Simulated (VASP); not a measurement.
Here is the system:

```
MgTe
1.0
    0.00000     3.25378     3.25378
    3.25378     0.00000     3.25378
    3.25378     3.25378     0.00000
Mg Te
1 1
Direct
  0.00000   0.00000   0.00000
  0.25000   0.25000   0.25000
```

These are PBE GGA, VASP's PBE PAW potentials (set 64) (plane waves; VASP 6.6.1) values and carry that method's errors. Run with 400 eV cut-off, 6×6×6 Γ-centred mesh, Gaussian smearing of 0.050 eV, potentials Mg Te.

Unless said otherwise, spin-orbit coupling is left out, though it shifts the bands of the heavy elements here.

Problem. Estimate the energy per atom (σ→0), band gap (on the k-mesh) with the smallest direct gap where there is one.

Solution. 
```json
{
  "band gap (on the k-mesh)": "2.32 eV",
  "smallest direct gap (on the k-mesh)": "2.32 eV",
  "energy per atom (σ→0)": "-3.201 eV/atom"
}
```

The absolute energy has meaning only against runs of the same code, potentials and settings.

The compound is MgTe in the zinc blende structure, whereas wurtzite is the usual form. It was relaxed first. The start is the result of an earlier pass.
